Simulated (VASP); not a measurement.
Data:

```
CELL_PARAMETERS angstrom
      1.57412    -2.72645     0.00000
      1.57412     2.72645     0.00000
      0.00000     0.00000     3.55421
ATOMIC_POSITIONS crystal
  Zr 0.00000 0.00000 0.00000
  B  0.33333 0.66667 0.50000
  B  0.66667 0.33333 0.50000
```

Method: MS2 meta-GGA, VASP's PBE PAW potentials (set 64) (plane waves; VASP). Run with 520 eV cut-off, 13×13×10 Γ-centred mesh, tetrahedra with Blöchl corrections, potentials Zr_sv B.

The cores are frozen, which limits the accuracy of field gradients.

Q: Give the principal components of the electric field gradient (V/Å²) and the asymmetry η at each nucleus.

A: 
| atom | Vxx | Vyy | Vzz | η |
|---|---|---|---|---|
| Zr1 | -24.1 | -24.1 | 48.3 | 0.00 |
| B2 | -2.1 | -2.1 | 4.3 | 0.00 |
| B3 | -2.1 | -2.1 | 4.3 | 0.00 |

The compound is ZrB2 in the AlB2 type structure. It was relaxed first.
